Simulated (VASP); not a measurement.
The system is AlCl.

```xyz
2
Lattice="0.0000 2.8486 2.8486 2.8486 0.0000 2.8486 2.8486 2.8486 0.0000" Properties=species:S:1:pos:R:3 pbc="T T T"
Al    2.8486    2.8486    2.8486
Cl    0.0000    0.0000    0.0000
```

The cell was built by a generator and needn't be a form met in nature.

```yaml
Program: VASP 6.6.1
Task: relaxation of cell and atoms
Functional: optB88-vdW
Potentials_or_basis: VASP PAW PBE potentials, release 64 (Al, Cl)
Cutoff: 600 eV
k_mesh: 8 × 8 × 8
Occupations: fermi-dirac, width 0.05 eV
Spin: no spin polarisation
```

At the start: pressure 6.2 GPa; volume 23.12 Å³/atom.

Problem. How do energy, volume and symmetry change on relaxing?

Solution. Over 5 steps the energy falls by 87.7 meV/atom and the volume is 28.31 Å³/atom (+22.5 %); space group Fm-3m (No. 225, to 0.05 Å).

Step by step:
| step | energy change (eV) | largest force (eV/Å) | pressure (GPa) | volume (Å³) |
| --- | --- | --- | --- | --- |
| 1 | 0.0000 | 0.0000 | 6.21 | 46.23 |
| 2 | -0.1519 | 0.0000 | 1.94 | 52.49 |
| 3 | -0.1687 | 0.0000 | -0.84 | 59.09 |
| 4 | -0.1754 | 0.0000 | -0.09 | 56.87 |
| 5 | -0.1755 | 0.0000 | 0.00 | 56.62 |

Final structure:
```xyz
2
Lattice="0.0000 3.0478 3.0478 3.0478 0.0000 3.0478 3.0478 3.0478 0.0000" Properties=species:S:1:pos:R:3 pbc="T T T"
Al    3.0478    3.0478    3.0478
Cl    0.0000    0.0000    0.0000
```

Caveat: the volume moved by over 15 % at a fixed basis, so the end points are rough; the PAW data sets were made with another functional, which shifts forces and pressure a little.
